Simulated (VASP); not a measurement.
The input files of a VASP run:

**INCAR**
```
SYSTEM = Cd3ZnS4
PREC = Accurate; ENCUT = 400; LREAL = .FALSE.
LASPH = .TRUE.
EDIFF = 1E-6; NELM = 100; ALGO = Normal
LMAXMIX = 4
ISMEAR = 0; SIGMA = 0.05
GGA = PS
IBRION = 2; NSW = 60; ISIF = 3
EDIFFG = -0.02
LWAVE = .FALSE.; LCHARG = .FALSE.
```

### KPOINTS
```
Regular mesh
0
Gamma
 6 6 2
```

**POSCAR**
```
Cd3ZnS4
1
    2.0151833137    -3.4904000259     0.0000000000
    2.0151833137     3.4904000259    -0.0000000000
   -0.0000000000    -0.0000000000    13.2383645502
Zn Cd S
1 3 4
Direct
  0.6666670000   0.3333330000   0.2492915544
  0.3333330000   0.6666670000   0.0106318328
  0.6666670000   0.3333330000   0.7511302438
  0.3333330000   0.6666670000   0.4933703751
  0.6666670000   0.3333330000   0.4246986385
  0.3333330000   0.6666670000   0.2012324366
  0.6666670000   0.3333330000   0.9410419238
  0.3333330000   0.6666670000   0.6826029952
```

POTCAR, in this order: Zn Cd S (PBE.64 set). Program: vasp_std.

Question: Write an equivalent input for Quantum ESPRESSO's pw.x.

Answer: One equivalent input (not run):
```
&CONTROL
  calculation = 'vc-relax'
  pseudo_dir = './pseudo'
  outdir = './out'
  tprnfor = .true.
  tstress = .true.
  nstep = 60
  forc_conv_thr = 0.00078
/
&SYSTEM
  ibrav = 0
  nat = 8
  ntyp = 3
  ecutwfc = 102
  occupations = 'smearing'
  smearing = 'gaussian'
  degauss = 0.003675
  input_dft = 'pbesol'
/
&ELECTRONS
  conv_thr = 7.3e-08
  electron_maxstep = 100
/
&IONS
/
&CELL
/
ATOMIC_SPECIES
  Zn 65.380 Zn.upf
  Cd 112.414 Cd.upf
  S 32.060 S.upf
CELL_PARAMETERS angstrom
     2.0151833   -3.4904000    0.0000000
     2.0151833    3.4904000   -0.0000000
    -0.0000000   -0.0000000   13.2383646
ATOMIC_POSITIONS crystal
  Zn   0.6666670  0.3333330  0.2492916
  Cd   0.3333330  0.6666670  0.0106318
  Cd   0.6666670  0.3333330  0.7511302
  Cd   0.3333330  0.6666670  0.4933704
  S    0.6666670  0.3333330  0.4246986
  S    0.3333330  0.6666670  0.2012324
  S    0.6666670  0.3333330  0.9410419
  S    0.3333330  0.6666670  0.6826030
K_POINTS automatic
  6 6 2 0 0 0
```
What does not carry over: the potentials are each code's own (VASP's PAW set, PseudoDojo norm-conserving files in pw.x), so ENCUT and ecutwfc are chosen apart and not converted; conv_thr bounds pw.x's estimated SCF error, while EDIFF bounds the energy change between steps; forc_conv_thr acts on force components and is met together with etot_conv_thr.

The structure was generated: Cd3ZnS4 was put into an ordered model structure (P3m1), which need not be its known phase. This run relaxes it. Symmetry was kept, so distortions that lower it aren't found. The start is the result of an earlier pass.
